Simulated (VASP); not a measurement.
An input for Ansatz (written as the equivalent of a VASP run, and not itself run):

Ansatz 0.2 input:
```yaml
crystal:
  lattice:
    - [0.0000000, 2.7972178, 2.7972178]
    - [2.7972178, 0.0000000, 2.7972178]
    - [2.7972178, 2.7972178, 0.0000000]
  atoms:
    - { symbol: Mo, position: [0.0000000, 0.0000000, 0.0000000] }
    - { symbol: As, position: [0.2500000, 0.2500000, 0.2500000] }
kpoints:
  mp_grid: { grid: [10, 10, 10] }
hamiltonian:
  xc: pbesol
  pseudopotentials: { kind: paw }
scf:
  occupations: { method: methfessel_paxton, width: 0.1 }
  max_iter: 100
relax:
  max_steps: 60
  f_tol: 0.01
  cell: {}
output: { forces: true, stress: true, eigenvalues: true }
```

Q: Write the VASP files for the same calculation (PBEsol).

A: One answer among several that fit: 
File POSCAR:
```
MoAs
1
    0.0000000000     2.7972177984     2.7972177984
    2.7972177984    -0.0000000000     2.7972177984
    2.7972177984     2.7972177984    -0.0000000000
Mo As
1 1
Direct
  0.0000000000   0.0000000000   0.0000000000
  0.2500000000   0.2500000000   0.2500000000
```

File KPOINTS:
```
Automatic mesh
0
Gamma
10 10 10
0 0 0
```

### INCAR
```
ALGO = Normal
EDIFF = 1E-6
EDIFFG = -0.01
ENCUT = 400
GGA = PS
IBRION = 2
ISIF = 3
ISMEAR = 1
LASPH = T
LCHARG = F
LMAXMIX = 4
LREAL = F
LWAVE = F
NELM = 100
NSW = 60
PREC = Accurate
SIGMA = 0.1
SYSTEM = MoAs
```

POTCAR, in this order: Mo_sv As (PBE.64 set). Program: vasp_std.

What does not carry over: each code has its own PAW files, so the cut-off isn't converted (ENCUT is set for VASP's; basis.ecutwfc is left out, and Ansatz then takes the one that its files recommend); Ansatz stops its SCF on the density residual and VASP on the energy change (EDIFF).

The structure was generated: MoAs was put into the zinc blende type (F-43m), which need not be its known phase. This run relaxes it. Symmetry was kept, so distortions that lower it aren't found. The start is the result of an earlier pass.
